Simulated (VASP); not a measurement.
# Sn2GeO3 (P4/nmm) in VASP: further runs

One crystal, Sn2GeO3, is run at these levels: PBE; tasks: relaxation of cell and atoms.

All numbers are computed with VASP 6.6.1; they aren't measurements. Logs are shortened: lines on timing, memory, paths and dates and some standing lists are left out, and cuts for length are marked.

### Step 1. The crystal as given

Symmetry: P4/nmm, No. 129, tetragonal system. Conventional cell: a = 3.804 Å, b = 3.804 Å, c = 14.746 Å, α = 90.00°, β = 90.00°, γ = 90.00°. Around Sn (site symmetry 4mm) lie 4 O at 2.24 Å. Around Sn (site symmetry 4mm) lie 4 O at 2.24 Å. Around Ge (site symmetry 4mm) lie 4 O at 2.14 Å. O (site symmetry 2mm) is surrounded by 2 Ge at 2.14 Å and 2 Sn at 2.24 Å. Around O (site symmetry -4m2) lie 4 Sn at 2.24 Å.

The cell was built by a generator and needn't be a form met in nature.

### Step 2. Relaxation of cell and atoms, PBE

File INCAR:

```
PREC = Accurate ; ENCUT = 520
EDIFF = 1E-6 ; ISMEAR = 0
SIGMA = 0.1 ; LREAL = F
LASPH = T ; NELM = 120
ALGO = Normal ; ISIF = 3
LWAVE = F ; LCHARG = F
GGA = PE ; IBRION = 2
NSW = 90 ; EDIFFG = -0.01
KPAR = 4
```

File KPOINTS:

```
Automatic mesh
0
Gamma
  8 8 2
```

File POSCAR:

```
Sn2GeO3
1.0
    3.8040000000      0.0000000000      0.0000000000
    0.0000000000      3.8040000000      0.0000000000
    0.0000000000      0.0000000000     14.7460000000
Sn Ge O
4 2 6
Direct
    0.5000000000      0.0000000000      0.7416248500
    0.0000000000      0.5000000000      0.9199104800
    0.5000000000      0.0000000000      0.0800895200
    0.0000000000      0.5000000000      0.2583751500
    0.0000000000      0.5000000000      0.5941950400
    0.5000000000      0.0000000000      0.4058049600
    0.5000000000      0.5000000000      0.6613318900
    0.0000000000      0.0000000000      0.6613318900
    0.5000000000      0.5000000000      0.0000000000
    0.0000000000      0.0000000000      0.0000000000
    0.0000000000      0.0000000000      0.3386681100
    0.5000000000      0.5000000000      0.3386681100
```

Potentials or basis: VASP PAW PBE potentials, release 64 (Sn_d, Ge_d, O).

The run is started by

```sh
> cat potpaw_PBE.64/Sn_d/POTCAR potpaw_PBE.64/Ge_d/POTCAR potpaw_PBE.64/O/POTCAR > POTCAR
> mpirun -np 4 vasp_std > vasp.out
```

OUTCAR:

```text
PREC = Accurate
   ENCUT = 520
   EDIFF = 1E-6
   ISMEAR = 0
   LREAL = F
   LASPH = T
   NELM = 120
   ISIF = 3
   GGA = PE
   IBRION = 2
   NSW = 90
   EDIFFG = -0.01

 ion  position               nearest neighbor table
   1  0.500  0.000  0.742-   7 2.24   8 2.24   7 2.24   8 2.24
   2  0.000  0.500  0.920-   9 2.24  10 2.24  10 2.24   9 2.24   3 3.58   3 3.58   3 3.58   3 3.58

   3  0.500  0.000  0.080-   9 2.24  10 2.24   9 2.24  10 2.24   2 3.58   2 3.58   2 3.58   2 3.58

   4  0.000  0.500  0.258-  11 2.24  12 2.24  11 2.24  12 2.24
   5  0.000  0.500  0.594-   7 2.14   8 2.14   8 2.14   7 2.14
   6  0.500  0.000  0.406-  11 2.14  12 2.14  12 2.14  11 2.14
   7  0.500  0.500  0.661-   5 2.14   5 2.14   1 2.24   1 2.24
   8  0.000  0.000  0.661-   5 2.14   5 2.14   1 2.24   1 2.24
   9  0.500  0.500  0.000-   2 2.24   3 2.24   3 2.24   2 2.24
  10  0.000  0.000  0.000-   2 2.24   3 2.24   2 2.24   3 2.24
  11  0.000  0.000  0.339-   6 2.14   6 2.14   4 2.24   4 2.24
  12  0.500  0.500  0.339-   6 2.14   6 2.14   4 2.24   4 2.24

  LATTYP: Found a simple tetragonal cell.
 ALAT       =     3.8040000000
 C/A-ratio  =     3.8764458465

  Lattice vectors:

 A1 = (   3.8040000000,   0.0000000000,   0.0000000000)
 A2 = (   0.0000000000,   3.8040000000,   0.0000000000)
 A3 = (   0.0000000000,   0.0000000000,  14.7460000000)

Analysis of symmetry for initial positions (statically):
=====================================================================
 Subroutine PRICEL returns:
 Original cell was already a primitive cell.

 Routine SETGRP: Setting up the symmetry group for a
 simple tetragonal supercell.

 Subroutine GETGRP returns: Found 16 space group operations
 (whereof  8 operations were pure point group operations)
 out of a pool of 16 trial point group operations.

The static configuration has the point symmetry D_2d.
 The point group associated with its full space group is D_4h.

Analysis of symmetry for dynamics (positions and initial velocities):
=====================================================================
 Subroutine PRICEL returns:
 Original cell was already a primitive cell.

 Routine SETGRP: Setting up the symmetry group for a
 simple tetragonal supercell.

 Subroutine GETGRP returns: Found 16 space group operations
 (whereof  8 operations were pure point group operations)
 out of a pool of 16 trial point group operations.

The dynamic configuration has the point symmetry D_2d.
 The point group associated with its full space group is D_4h.

 Subroutine INISYM returns: Found 16 space group operations
 (whereof  8 operations are pure point group operations),
 and found     1 'primitive' translations

----------------------------------------------------------------------------------------

                                     Primitive cell

  volume of cell :     213.3808

  direct lattice vectors                    reciprocal lattice vectors
     3.804000000  0.000000000  0.000000000     0.262881178  0.000000000  0.000000000
     0.000000000  3.804000000  0.000000000     0.000000000  0.262881178  0.000000000
     0.000000000  0.000000000 14.746000000     0.000000000  0.000000000  0.067815001

  length of vectors
     3.804000000  3.804000000 14.746000000     0.262881178  0.262881178  0.067815001

  position of ions in fractional coordinates (direct lattice)
     0.500000000  0.000000000  0.741624850
     0.000000000  0.500000000  0.919910480
     0.500000000  0.000000000  0.080089520
     0.000000000  0.500000000  0.258375150
     0.000000000  0.500000000  0.594195040
     0.500000000  0.000000000  0.405804960
     0.500000000  0.500000000  0.661331890
     0.000000000  0.000000000  0.661331890
     0.500000000  0.500000000  0.000000000
     0.000000000  0.000000000  0.000000000
     0.000000000  0.000000000  0.338668110
     0.500000000  0.500000000  0.338668110

  ion indices of the primitive-cell ions
   primitive index   ion index
                 1           1
                 2           2
                 3           3
                 4           4
                 5           5
                 6           6
                 7           7
                 8           8
                 9           9
                10          10
                11          11
                12          12

----------------------------------------------------------------------------------------

 KPOINTS: Automatic mesh

Automatic generation of k-mesh.
 Grid dimensions read from file:
 generate k-points for:    8    8    2

 Generating k-lattice:

  Cartesian coordinates                     Fractional coordinates (reciprocal lattice)
     0.032860147  0.000000000  0.000000000     0.125000000  0.000000000  0.000000000
     0.000000000  0.032860147  0.000000000     0.000000000  0.125000000  0.000000000
     0.000000000  0.000000000  0.033907500     0.000000000  0.000000000  0.500000000

  Length of vectors
     0.032860147  0.032860147  0.033907500

  Shift w.r.t. Gamma in fractional coordinates (k-lattice)
     0.000000000  0.000000000  0.000000000

 Subroutine IBZKPT returns following result:
 ===========================================

 Found     30 irreducible k-points:

 Following reciprocal coordinates:
            Coordinates               Weight
  0.000000  0.000000  0.000000      1.000000
  0.125000  0.000000  0.000000      4.000000
  0.250000  0.000000  0.000000      4.000000
  0.375000  0.000000  0.000000      4.000000
  0.500000  0.000000  0.000000      2.000000
  0.125000  0.125000  0.000000      4.000000
[... 16 lines left out ...]
  0.375000  0.125000  0.500000      8.000000
  0.500000  0.125000  0.500000      4.000000
 [... further k-points ...]
   k-points           NKPTS =     30   k-points in BZ     NKDIM =     30   number of bands    NBANDS=     72
   number of dos      NEDOS =    301   number of ions     NIONS =     12
   total plane-waves  NPLWV =  87808
   dimension x,y,z NGX =    28 NGY =   28 NGZ =  112
   dimension x,y,z NGXF=    56 NGYF=   56 NGZF=  224
   ions per type =               4   2   6
   NGX,Y,Z   is equivalent  to a cutoff of  12.24, 12.24, 12.63 a.u.
   NGXF,Y,Z  is equivalent  to a cutoff of  24.47, 24.47, 25.25 a.u.
 SYSTEM =  unknown system
   PREC   = accura    normal or accurate (medium, high low for compatibility)
   ISTART =      0    job   : 0-new  1-cont  2-samecut
   ICHARG =      2    charge: 1-file 2-atom 10-const
   ISPIN  =      1    spin polarized calculation?
   LNONCOLLINEAR =      F non collinear calculations
   LSORBIT =      F    spin-orbit coupling
   LASPH  =      T    aspherical Exc in radial PAW
   ENCUT  =  520.0 eV  38.22 Ry    6.18 a.u.   7.07  7.07 27.42*2*pi/ulx,y,z
   NELM   =    120;   NELMIN=  2; NELMDL= -5     # of ELM steps
   EDIFF  = 0.1E-05   stopping-criterion for ELM
   LREAL  =      F    real-space projection
   EDIFFG = -.1E-01   stopping-criterion for IOM
   NSW    =     90    number of steps for IOM
   IBRION =      2    ionic relax: 0-MD 1-quasi-New 2-CG
   NFREE  =      1    steps in history (QN), initial steepest desc. (CG)
   ISIF   =      3    stress and relaxation
   ISYM   =      2    0-nonsym 1-usesym 2-fastsym
   POTIM  = 0.5000    time-step for ionic-motion
   TEBEG  =    0.0;   TEEND  =   0.0 temperature during run
   PSTRESS=    0.0 pullay stress
   NELECT =     120.0000    total number of electrons
   NUPDOWN=      -1.0000    fix difference up-down
   EMIN   =  10.00;   EMAX   =-10.00  energy-range for DOS
   EFERMI =   0.00;   METHOD = LEGACY
   ISMEAR =     0;   SIGMA  =   0.10  broadening in eV -4-tet -1-fermi 0-gaus
   EFERMI_NEDOS =   21; number of points for ismear=-14 and -15
   IALGO  =     38    algorithm
   IMIX   =      4    mixing-type and parameters
     AMIX     =   0.40;   BMIX     =  1.00
     AMIX_MAG =   1.60;   BMIX_MAG =  1.00
  volume/ion in A,a.u.               =      17.78       120.00
  Fermi-wavevector in a.u.,A,eV,Ry     =   1.351295  2.553577 24.844213  1.825998
  Thomas-Fermi vector in A             =   2.478729
   LORBIT       =      0    0 simple, 1 ext, 2 COOP (PROOUT), +10 PAW based schemes
   GGA     = PE    functional components
   LHFCALC =     F    Hartree Fock is set to
   AEXX    =    0.0000 exact exchange contribution
   IVDW    =     0    specifies the selected vdW correction
   LEPSILON=     F    determine dielectric tensor
   LRPA    =     F    only Hartree local field effects (RPA)
 conjugate gradient relaxation of ions
 non-spin polarized calculation
 Gauss-broadening in eV      SIGMA  =   0.10
  energy-cutoff  :      520.00
  volume of cell :      213.38
 maximum number of plane-waves:      5784
   NGX = 15   NGY = 15   NGZ = 55

--------------------------------------- Ionic step        1  -------------------------------------------

 number of electron     119.9999957 magnetization

 Free energy of the ion-electron system (eV)
  ---------------------------------------------------
  ext. energy  EPLUGINS =         0.00000000
  ---------------------------------------------------
  free energy    TOTEN  =       -68.44116486 eV

  energy without entropy =      -68.44116284  energy(sigma->0) =      -68.44116385

------------------------ aborting loop because EDIFF is reached ----------------------------------------

  FORCE on cell =-STRESS in cart. coord.  units (eV):
  Direction    XX          YY          ZZ          XY          YZ          ZX
  --------------------------------------------------------------------------------------
  -------------------------------------------------------------------------------------
  Total       -0.4080957     -0.4080957      0.1093914      0.0000000      0.0000000      0.0000000
  in kB       -3.0642018     -3.0642018      0.8213695      0.0000000      0.0000000      0.0000000
  external PRESSURE =      -1.7690113 kB  Pullay stress =       0.0000000 kB
[... 119 lines left out ...]
  FREE ENERGIE OF THE ION-ELECTRON SYSTEM (eV)
  ---------------------------------------------------
  free  energy   TOTEN  =       -68.4421247938 eV

  energy  without entropy=      -68.4421219466  energy(sigma->0) =      -68.44212337

[... ionic steps 4 to 33 ...]

--------------------------------------- Ionic step       34  -------------------------------------------

 number of electron     119.9999947 magnetization

------------------------ aborting loop because EDIFF is reached ----------------------------------------

  FORCE on cell =-STRESS in cart. coord.  units (eV):
  Direction    XX          YY          ZZ          XY          YZ          ZX
  --------------------------------------------------------------------------------------
  -------------------------------------------------------------------------------------
  Total        0.0857734      0.0857734      0.0413067      0.0000000      0.0000000      0.0000000
  in kB        0.6479690      0.6479690      0.3120486      0.0000000      0.0000000      0.0000000
  external PRESSURE =       0.5359955 kB  Pullay stress =       0.0000000 kB
[... 77 lines left out ...]
  energy  without entropy=      -68.4530594582  energy(sigma->0) =      -68.45305968

--------------------------------------- Ionic step       36  -------------------------------------------

 number of electron     119.9999947 magnetization

 Free energy of the ion-electron system (eV)
  ---------------------------------------------------
  ext. energy  EPLUGINS =         0.00000000
  ---------------------------------------------------
  free energy    TOTEN  =       -68.45306860 eV

  energy without entropy =      -68.45306818  energy(sigma->0) =      -68.45306839

 E-fermi :   5.9788     XC(G=0):  -9.9616

 val. band max:        5.6851480182   @ k =   0.0000   0.0000   0.5000
 cond. band min:       6.2697422320   @ k =   0.5000   0.5000   0.0000
 fundamental gap:      0.5845942138
 Fermi energy:         5.9787571699

 k-point     1 :       0.0000    0.0000    0.0000
  band No.  band energies     occupation
      1     -19.1624      2.00000
      2     -19.1596      2.00000
      3     -19.1032      2.00000
      4     -19.1003      2.00000
      5     -19.0963      2.00000
      6     -19.0963      2.00000
[... 1789 lines left out ...]
     71      11.0839      0.00000
     72      11.0839      0.00000

 [... further k-points ...]
[... 5 lines left out ...]
  --------------------------------------------------------------------------------------
  -------------------------------------------------------------------------------------
  Total        0.0326959      0.0326959     -0.0043217      0.0000000     -0.0000000      0.0000000
  in kB        0.2469627      0.2469627     -0.0326431      0.0000000     -0.0000000      0.0000000
  external PRESSURE =       0.1537607 kB  Pullay stress =       0.0000000 kB
[... 27 lines left out ...]
  FREE ENERGIE OF THE ION-ELECTRON SYSTEM (eV)
  ---------------------------------------------------
  free  energy   TOTEN  =       -68.4530685990 eV

  energy  without entropy=      -68.4530681796  energy(sigma->0) =      -68.45306839

 reached required accuracy - stopping structural energy minimisation
```

It took 24 min on 4 MPI ranks of Intel Xeon 6975P-C (Granite Rapids), shared host; peak memory 0.53 GiB.

What came out:

| Item | Value |
| --- | --- |
| Free energy | -68.4531 eV |
| Relaxed volume | 17.68 Å³/atom |
| Relaxed cell | a = 3.793 Å, b = 3.793 Å, c = 14.741 Å, α = 90.00°, β = 90.00°, γ = 90.00° |
| Space group after relaxing (to 0.05 Å) | P4/nmm (No. 129) |
| Energy gained by relaxing | 1.0 meV/atom |
| Ionic steps | 36 |
| Pressure after relaxing | 0.0 GPa |
| Largest force after relaxing | 0.009 eV/Å |
| Band gap on the k mesh | 0.58 eV, indirect (least direct gap 0.64 eV) |

Forces in eV/Å, atoms in the order of the input:
```
Sn   0.000  0.000 -0.009
Sn   0.000  0.000 -0.003
Sn   0.000  0.000  0.003
Sn   0.000  0.000  0.009
Ge   0.000  0.000  0.001
Ge   0.000  0.000 -0.001
O    0.000  0.000  0.003
O    0.000  0.000  0.003
O    0.000  0.000  0.000
O    0.000  0.000  0.000
O    0.000  0.000 -0.003
O    0.000  0.000 -0.003
```

The path:
| step | energy change (eV) | largest force (eV/Å) | pressure (GPa) | volume (Å³) |
| --- | --- | --- | --- | --- |
| 1 | 0.0000 | 0.0320 | -0.18 | 213.38 |
| 2 | -0.0009 | 0.0529 | 0.08 | 212.77 |
| 3 | -0.0010 | 0.0595 | 0.18 | 212.58 |
| 4 | -0.0015 | 0.0320 | 0.12 | 212.61 |
| 5 | -0.0016 | 0.0414 | 0.07 | 212.63 |
| 6 | -0.0020 | 0.0442 | 0.03 | 212.81 |
| 7 | -0.0026 | 0.0536 | -0.15 | 213.35 |
| 8 | -0.0027 | 0.0569 | -0.21 | 213.56 |
| 9 | -0.0028 | 0.0501 | -0.20 | 213.57 |
| 10 | -0.0033 | 0.0333 | -0.15 | 213.58 |
| 11 | -0.0039 | 0.0605 | -0.04 | 213.60 |
| 12 | -0.0036 | 0.1503 | 0.16 | 213.63 |
| 13 | -0.0040 | 0.0892 | 0.02 | 213.61 |
| 14 | -0.0045 | 0.0799 | 0.01 | 213.65 |
| 15 | -0.0057 | 0.0726 | 0.01 | 213.76 |
| 16 | -0.0067 | 0.1397 | 0.02 | 213.98 |
| 17 | -0.0075 | 0.1120 | -0.05 | 214.08 |
| 18 | -0.0086 | 0.0756 | -0.17 | 214.36 |
| 19 | -0.0087 | 0.0872 | -0.22 | 214.42 |
| 20 | -0.0095 | 0.0309 | -0.05 | 214.05 |
| 21 | -0.0095 | 0.0586 | 0.09 | 213.75 |
| 22 | -0.0096 | 0.0448 | 0.04 | 213.89 |
| 23 | -0.0100 | 0.0281 | 0.03 | 213.83 |
| 24 | -0.0103 | 0.0599 | 0.01 | 213.74 |
| 25 | -0.0107 | 0.0324 | -0.08 | 213.73 |
| 26 | -0.0110 | 0.0301 | -0.20 | 213.72 |
| 27 | -0.0113 | 0.0113 | -0.16 | 213.47 |
| 28 | -0.0115 | 0.0574 | 0.01 | 212.83 |
| 29 | -0.0115 | 0.0422 | -0.02 | 212.98 |
| 30 | -0.0116 | 0.0355 | -0.02 | 212.83 |
| 31 | -0.0118 | 0.0183 | 0.03 | 212.37 |
| 32 | -0.0119 | 0.0150 | 0.04 | 212.17 |
| 33 | -0.0119 | 0.0178 | 0.06 | 212.01 |
| 34 | -0.0119 | 0.0164 | 0.05 | 212.08 |
| 35 | -0.0119 | 0.0138 | -0.02 | 212.13 |
| 36 | -0.0119 | 0.0087 | 0.02 | 212.12 |

Final structure:
```yaml
crystal:
  lattice:
    - [3.79340, 0.00000, 0.00000]
    - [0.00000, 3.79340, 0.00000]
    - [0.00000, 0.00000, 14.74059]
  atoms:
    - { symbol: Sn, position: [0.50000, 0.00000, 0.73504] }
    - { symbol: Sn, position: [0.00000, 0.50000, 0.91943] }
    - { symbol: Sn, position: [0.50000, 0.00000, 0.08057] }
    - { symbol: Sn, position: [0.00000, 0.50000, 0.26496] }
    - { symbol: Ge, position: [0.00000, 0.50000, 0.58699] }
    - { symbol: Ge, position: [0.50000, 0.00000, 0.41301] }
    - { symbol: O, position: [0.50000, 0.50000, 0.65438] }
    - { symbol: O, position: [0.00000, 0.00000, 0.65438] }
    - { symbol: O, position: [0.50000, 0.50000, 0.00000] }
    - { symbol: O, position: [0.00000, 0.00000, 0.00000] }
    - { symbol: O, position: [0.00000, 0.00000, 0.34562] }
    - { symbol: O, position: [0.50000, 0.50000, 0.34562] }
```

Caveat: spin-orbit coupling is left out, which moves the levels of the heavy elements. As with any semilocal functional, this PBE gap is likely too small.

[end of part 1 of 2]
